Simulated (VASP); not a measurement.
Method: PBE GGA with D3 dispersion (Becke-Johnson damping), VASP's PBE PAW potentials (set 64) (plane waves; VASP).

A VASP calculation is set up with these files.

INCAR:
```
SIGMA  =  0.05
LWAVE  =  F
GGA  =  PE   ! PBE
ENCUT  =  400
PREC  =  Accurate
ISIF  =  3   ! ions, shape and volume
EDIFFG  =  -0.01
IBRION  =  2
IVDW  =  12   ! D3, Becke-Johnson
ISMEAR  =  0
NELM  =  100   ! most electronic steps
NSW  =  60
EDIFF  =  1E-6
ALGO  =  Normal   ! blocked Davidson
LCHARG  =  F
LMAXMIX  =  4   ! l cut-off of mixed one-centre charges
LASPH  =  T   ! aspherical one-centre terms
SYSTEM  =  SnTe
LREAL  =  F   ! projection in real space or not
```

POSCAR:
```
SnTe
1.0
  0.0000000000   3.1600000000   3.1600000000
  3.1600000000   0.0000000000   3.1600000000
  3.1600000000   3.1600000000   0.0000000000
Te Sn
1 1
Cartesian
  3.1600000000   3.1600000000   3.1600000000
  0.0000000000   0.0000000000   0.0000000000
```

File KPOINTS:
```
Automatic mesh
0
Gamma
7 7 7
0 0 0
```

POTCAR, in this order: Te Sn_d (PBE.64 set). Program: vasp_std.

**Question.** Predict the energy per atom (σ→0), dispersion energy, volume per atom.

**Answer.** 
```json
{
  "energy per atom (σ→0)": "-4.175 eV/atom",
  "dispersion_energy": "-0.801 eV",
  "volume_per_atom": "31.33 Å^3/atom"
}
```

File OSZICAR:
```
...
       N       E                     dE             d eps       ncg     rms          rms(c)
DAV:   1    -0.755049862252E+01   -0.47157E-02   -0.41914E-02   680   0.336E+00    0.248E-01
DAV:   2    -0.754904156101E+01    0.14571E-02   -0.24810E-03   680   0.852E-01    0.105E-01
DAV:   3    -0.754867822273E+01    0.36334E-03   -0.10822E-03   686   0.513E-01    0.213E-02
DAV:   4    -0.754866530320E+01    0.12920E-04   -0.27707E-05   582   0.524E-02    0.204E-02
DAV:   5    -0.754865664384E+01    0.86594E-05   -0.48687E-06   672   0.176E-02    0.429E-03
DAV:   6    -0.754865652996E+01    0.11388E-06   -0.41458E-07   280   0.114E-02
   3 F= -.83491690E+01 E0= -.83491690E+01  d E =-.480842E-03
```

The structure comes from a measured SnTe entry (Fm-3m) of the Crystallography Open Database, whose conditions weren't checked. This run relaxes it. Symmetry was kept, so distortions that lower it aren't found.
